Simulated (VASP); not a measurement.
An input for Ansatz (written as the equivalent of a VASP run, and not itself run):

Ansatz 0.2 input:
```yaml
crystal:
  lattice:
    - [3.4453500, 0.0000000, 0.0000000]
    - [-1.7226750, 2.9837610, 0.0000000]
    - [0.0000000, 0.0000000, 3.3624910]
  atoms:
    - { symbol: Ga, position: [0.0000000, 0.0000000, 0.0000000] }
    - { symbol: As, position: [0.6666670, 0.3333330, 0.5000000] }
kpoints:
  mp_grid: { grid: [8, 8, 7] }
hamiltonian:
  xc: r2scan
  pseudopotentials: { kind: paw }
scf:
  occupations: { method: gaussian, width: 0.05 }
  max_iter: 100
relax:
  max_steps: 60
  f_tol: 0.01
  cell: {}
output: { forces: true, stress: true, eigenvalues: true }
```

Translate this input to VASP (INCAR, KPOINTS, POSCAR, choice of POTCAR).

Several could match; the one computed here: 
**INCAR**
```
SYSTEM = GaAs
PREC = Accurate
ENCUT = 400
EDIFF = 1E-6
NELM = 100
ALGO = Normal
LREAL = .FALSE.
LASPH = .TRUE.
ISMEAR = 0
SIGMA = 0.05
METAGGA = R2SCAN
LMIXTAU = .TRUE.
LMAXMIX = 4
LWAVE = .FALSE.
LCHARG = .FALSE.
IBRION = 2
ISIF = 3
NSW = 60
EDIFFG = -0.01
```

KPOINTS:
```
Automatic mesh
0
Gamma
8 8 7
0 0 0
```

**POSCAR**
```
GaAs
1
    3.4453500000     0.0000000000     0.0000000000
   -1.7226750000     2.9837610000     0.0000000000
    0.0000000000     0.0000000000     3.3624910000
Ga As
1 1
Direct
  0.0000000000   0.0000000000   0.0000000000
  0.6666670000   0.3333330000   0.5000000000
```

POTCAR, in this order: Ga_d As (PBE.64 set). Program: vasp_std.

The two are equivalent in intent, not identical: each code has its own PAW files, so the cut-off isn't converted (ENCUT is set for VASP's; basis.ecutwfc is left out, and Ansatz then takes the one that its files recommend); Ansatz stops its SCF on the density residual and VASP on the energy change (EDIFF).

The structure was generated: GaAs was put into the WC type (P-6m2), which need not be its known phase. This run relaxes it. Symmetry was kept, so distortions that lower it aren't found.
